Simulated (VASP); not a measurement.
VASP runs on Dy (space group P6_3/mmc) share one base input (PBE GGA, plane waves, VASP's PBE PAW potentials (set 64)) and change the settings named in each case.

### KPOINTS
```
Automatic mesh
0
Gamma
9 9 5
0 0 0
```

INCAR:
```
# general
SYSTEM  = Dy
PREC    = Accurate
ENCUT   = 300
LREAL   = .False.
LASPH   = .True.

# electronic loop
EDIFF   = 1E-6
NELM    = 100
ALGO    = Normal
LMAXMIX = 6

# smearing
ISMEAR  = -1
SIGMA   = 0.1

# functional
GGA     = PE

# spin
ISPIN   = 2
MAGMOM  = 2*5.0

# ions
ISIF    = 2

# output
LWAVE   = .False.
LCHARG  = .False.
LORBIT  = 11
```

File POSCAR:
```
Dy
1
    3.5903000000     0.0000000000     0.0000000000
   -1.7951500000     3.1092910000     0.0000000000
    0.0000000000     0.0000000000     5.6475000000
Dy
2
Direct
  0.3333330000   0.6666670000   0.2500000000
  0.6666670000   0.3333330000   0.7500000000
```

POTCAR, in this order: Dy (PBE.64 set). Program: vasp_std.

| change | E(σ→0) (eV/atom) | pressure (GPa) | −TS (eV) |
|---|---|---|---|
| base run | -7.8085 | 1.30 | -0.3691 |
| GGA = PS | -8.0218 | -1.66 | -0.4553 |
| GGA_COMPAT = .FALSE., ISPIN removed, LNONCOLLINEAR = .TRUE., LSORBIT = .TRUE., MAGMOM = 0.0 0.0 5.0 0.0 0.0 5.0, program vasp_ncl | -8.7767 | 1.09 | -0.3219 |
| KPOINTS 6×6×4 Γ-centred mesh | -7.8159 | 1.28 | -0.3580 |
 Energies of different potentials or functionals have different zeros.  At 300 eV the pressure can carry a Pulay error.

Left out are runs that ran out of time, are held back, or changed the cell or the kind of run, fixed moments of cells without a moment, rows past the twelfth, gaps on odd meshes, pressures of charged cells and columns that move by less than the noise.

The structure comes from a measured Dy entry of the Crystallography Open Database, whose conditions weren't checked. The cell was not relaxed at this level.
